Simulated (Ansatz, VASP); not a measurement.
**Two plane-wave programs on HfSc**

```xyz
2
Lattice="3.3373 0.0000 0.0000 -1.6687 2.8902 0.0000 0.0000 0.0000 4.8111" Properties=species:S:1:pos:R:3 pbc="T T T"
Hf    1.6687    0.9634    2.4056
Sc    0.0000    1.9268    0.0000
```

The cell comes from a database or a generator and needn't be the stable form of this composition.

Alike in both runs: task single point; functional LDA; k mesh 8 × 8 × 5; occupations fermi-dirac, width 0.15 eV; no spin polarisation.

|  | VASP | Ansatz |
| --- | --- | --- |
| version | VASP 6.6.1 | Ansatz 0.2.0 |
| potentials or method | VASP PAW LDA potentials, release 64 (Hf_pv, Sc_sv) | plane waves, PAW |
| plane-wave cutoff (eV) | 520 | 520 |
| valence electrons in the cell | 21 | 37 |

|  | VASP | Ansatz | Ansatz less VASP |
| --- | --- | --- | --- |
| pressure (GPa) | -6.2 | -6.3 | -0.08 |
| largest component of the traceless stress (GPa) | 5.67 | 5.69 | +0.012 |

The two sets of potentials don't hold the same shells in valence.

The runs have no spin-orbit coupling, so splittings on Hf are missing.
